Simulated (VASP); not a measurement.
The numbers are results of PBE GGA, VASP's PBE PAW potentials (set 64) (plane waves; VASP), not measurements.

The input files of a VASP run:

### POSCAR
```
MoTe2
13.960
  0.1260744986  -0.2183674069   0.0000000000
  0.1260744986   0.2183674069   0.0000000000
  0.0000000000   0.0000000000   1.0000000000
Te Mo
4 2
Cartesian
  0.1237558625   0.0757697779   0.8768910000
  0.1255461203  -0.0729432302   0.3800250000
  0.1264325501  -0.0743340122   0.1208990000
  0.1295957593   0.0724547423   0.6219040000
  0.1257990258   0.0754824064   0.2500740000
  0.1253175473  -0.0764294659   0.7502070000
```

**INCAR**
```
! general
SYSTEM  = MoTe2
PREC    = Accurate
ENCUT   = 300
LREAL   = .FALSE.   ! projection in real space or not
LASPH   = .TRUE.   ! aspherical one-centre terms

! electronic loop
EDIFF   = 1E-6   ! SCF stop (eV)
NELM    = 100   ! most electronic steps
ALGO    = Normal   ! blocked Davidson
LMAXMIX = 4   ! l cut-off of mixed one-centre charges

! smearing
ISMEAR  = -1   ! Fermi-Dirac
SIGMA   = 0.05

! functional
GGA     = PE   ! PBE

! ions
ISIF    = 2   ! forces and stress, cell fixed

! output
LWAVE   = .FALSE.
LCHARG  = .FALSE.
```

**KPOINTS**
```
Automatic mesh
0
Gamma
5 5 2
0 0 0
```

POTCAR, in this order: Te Mo_sv (PBE.64 set). Program: vasp_std.

Output

File OSZICAR:
```
       N       E                     dE             d eps       ncg     rms          rms(c)
DAV:   1     0.277672498885E+03    0.27767E+03   -0.21390E+04  2068   0.977E+02
DAV:   2    -0.210743624333E+02   -0.29875E+03   -0.29182E+03  2053   0.278E+02
DAV:   3    -0.366884192809E+02   -0.15614E+02   -0.15330E+02  1962   0.542E+01
DAV:   4    -0.371259045730E+02   -0.43749E+00   -0.43547E+00  2055   0.882E+00
DAV:   5    -0.371389991159E+02   -0.13095E-01   -0.13089E-01  2046   0.153E+00    0.217E+01
DAV:   6    -0.363823627830E+02    0.75664E+00   -0.89112E+00  1865   0.144E+01    0.912E+00
DAV:   7    -0.363338520131E+02    0.48511E-01   -0.91176E+00  1784   0.119E+01    0.644E+00
DAV:   8    -0.359002716221E+02    0.43358E+00   -0.18329E+00  1876   0.600E+00    0.309E+00
DAV:   9    -0.359012766106E+02   -0.10050E-02   -0.30649E-01  2223   0.234E+00    0.125E+00
DAV:  10    -0.358955597658E+02    0.57168E-02   -0.39240E-02  2058   0.966E-01    0.326E-01
DAV:  11    -0.358958855301E+02   -0.32576E-03   -0.58564E-03  2192   0.364E-01    0.283E-01
DAV:  12    -0.358957269534E+02    0.15858E-03   -0.12932E-03  2149   0.174E-01    0.191E-01
DAV:  13    -0.358956929833E+02    0.33970E-04   -0.19534E-04  1899   0.688E-02    0.914E-02
DAV:  14    -0.358956806481E+02    0.12335E-04   -0.34587E-05  2132   0.281E-02    0.766E-02
DAV:  15    -0.358956786376E+02    0.20105E-05   -0.11173E-05  1866   0.151E-02    0.370E-02
DAV:  16    -0.358956756110E+02    0.30265E-05   -0.64983E-06  1882   0.118E-02    0.180E-02
DAV:  17    -0.358956755890E+02    0.21986E-07   -0.25265E-07  1128   0.265E-03
   1 F= -.35895676E+02 E0= -.35895631E+02  d E =-.888337E-04
```

**OUTCAR**
```
------------------------ aborting loop because EDIFF is reached ----------------------------------------
  FORCE on cell =-STRESS in cart. coord.  units (eV):
  Direction    XX          YY          ZZ          XY          YZ          ZX
  --------------------------------------------------------------------------------------
  Total        3.7565719      1.9067774      4.0717028      0.1148059     -0.6727330      1.1697763
  in kB       40.1791713     20.3943218     43.5497170      1.2279292     -7.1953513     12.5115783
  external PRESSURE =      34.7077367 kB  Pullay stress =       0.0000000 kB
  volume of cell :      149.80
      direct lattice vectors                 reciprocal lattice vectors
     1.760000000 -3.048409000  0.000000000     0.284090909 -0.164019986  0.000000000
     1.760000000  3.048409000  0.000000000     0.284090909  0.164019986  0.000000000
     0.000000000  0.000000000 13.960000000     0.000000000  0.000000000  0.071633238
 POSITION                                       TOTAL-FORCE (eV/Angst)
 -----------------------------------------------------------------------------------
      1.72763      1.05775     12.24140         0.176614     -0.653480      0.727743
      1.75262     -1.01829      5.30515         0.027396      0.269888      0.058577
      1.76500     -1.03770      1.68775        -0.067537      0.398537     -0.198981
      1.80916      1.01147      8.68178        -0.435077     -0.358925     -0.437744
      1.75615      1.05373      3.49103         0.041083     -0.675976      0.130849
      1.74943     -1.06696     10.47289         0.257521      1.019956     -0.280443
 -----------------------------------------------------------------------------------
    total drift:                                0.000133      0.000122     -0.000100
  FREE ENERGIE OF THE ION-ELECTRON SYSTEM (eV)
  ---------------------------------------------------
  free  energy   TOTEN  =       -35.8956755890 eV

  energy  without entropy=      -35.8955867553  energy(sigma->0) =      -35.89563117
```
(Selected blocks of OUTCAR.)

### OUTCAR
```
 val. band max:        8.1721299873   @ k =   0.0000   0.0000   0.0000

 cond. band min:       8.8610865171   @ k =  -0.4000   0.2000   0.0000


 Fermi energy:         8.4881809837

 k-point     1 :       0.0000    0.0000    0.0000
  band No.  band energies     occupation
      1     -52.6388      2.00000
      2     -52.6247      2.00000
      3     -26.8356      2.00000
      4     -26.8141      2.00000
      5     -26.7242      2.00000
      6     -26.7008      2.00000
      7     -26.6915      2.00000
      8     -26.6768      2.00000
      9      -4.9049      2.00000
     10      -4.5780      2.00000
     11      -4.0117      2.00000
     12      -3.5166      2.00000
     13       2.2547      2.00000
     14       3.5409      2.00000
     15       5.0714      2.00000
     16       6.1597      2.00000
     17       6.2653      2.00000
     18       6.3284      2.00000
     19       6.3979      2.00000
     20       6.8251      2.00000
     21       7.0125      2.00000
     22       7.1103      2.00000
     23       7.2340      2.00000
     24       7.2799      2.00000
     25       7.8631      1.99999
     26       8.1721      1.99641
     27      10.8442      0.00000
     28      10.9946      0.00000
     29      11.1811      0.00000
     30      11.2611      0.00000
     31      11.3778      0.00000

 k-point     2 :       0.2000   -0.0000    0.0000
  band No.  band energies     occupation
      1     -52.6355      2.00000
      2     -52.6215      2.00000
      3     -26.8253      2.00000
      4     -26.8040      2.00000
      5     -26.7656      2.00000
      6     -26.7345      2.00000
      7     -26.7165      2.00000
      8     -26.6898      2.00000
      9      -4.3553      2.00000
     10      -4.0392      2.00000
     11      -3.6142      2.00000
     12      -3.1741      2.00000
     13       2.8367      2.00000
     14       4.0554      2.00000
     15       4.7098      2.00000
     16       5.1251      2.00000
     17       5.3010      2.00000
...
```

At this cut-off the stress carries a Pulay error, which pulls relaxed volumes low.  Unless said otherwise, spin-orbit coupling is left out, though it shifts the bands of the heavy elements here.

The structure is a typed MoTe2 crystal. The cell was not relaxed at this level, atoms are displaced from their ideal sites. The run is one of a series of settings (KPOINTS 5×5×2 Γ-centred mesh against the base run), some of them coarse on purpose.
